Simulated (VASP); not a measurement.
The system is Y.

```
CELL_PARAMETERS angstrom
3.60000 0.00000 0.00000
-1.80000 3.11769 0.00000
0.00000 0.00000 5.62000
ATOMIC_POSITIONS crystal
Y 0.33333 0.66667 0.25000
Y 0.66667 0.33333 0.75000
```

The cell was built by a generator and needn't be a form met in nature.

| Quantity | Value |
| --- | --- |
| Program | VASP 6.6.1 |
| Task | relaxation of cell and atoms |
| Functional | LDA |
| Potentials or basis | VASP PAW LDA potentials, release 64 (Y_sv) |
| Cutoff | 600 eV |
| k mesh | 14 × 14 × 8 |
| Occupations | methfessel-paxton, width 0.1 eV |
| Spin | no spin polarisation |

At the start: pressure -2.3 GPa; volume 31.54 Å³/atom.

**Question.** Where does the relaxation end?

**Answer.** Over 10 steps the energy falls by 13.2 meV/atom and the volume is 29.81 Å³/atom (-5.5 %); space group P6_3/mmc (No. 194, to 0.05 Å).

The path:
| step | energy change (eV) | largest force (eV/Å) | pressure (GPa) | volume (Å³) |
| --- | --- | --- | --- | --- |
| 1 | 0.0000 | 0.0000 | -2.33 | 63.08 |
| 2 | -0.0254 | 0.0000 | 0.50 | 58.98 |
| 3 | -0.0264 | 0.0000 | 0.03 | 59.62 |
| 4 | -0.0264 | 0.0000 | -0.05 | 59.69 |
| 5 | -0.0264 | 0.0000 | -0.04 | 59.69 |
| 6 | -0.0264 | 0.0000 | -0.05 | 59.71 |
| 7 | -0.0265 | 0.0000 | -0.04 | 59.70 |
| 8 | -0.0265 | 0.0000 | -0.04 | 59.70 |
| 9 | -0.0265 | 0.0000 | -0.04 | 59.70 |
| 10 | -0.0265 | 0.0000 | 0.02 | 59.63 |

Final structure:
```
Y
1.0
     3.54090    0.00000    0.00000
    -1.77045    3.06651    0.00000
     0.00000    0.00000    5.49128
Y
2
Direct
  0.33333 0.66667 0.25000
  0.66667 0.33333 0.75000
```
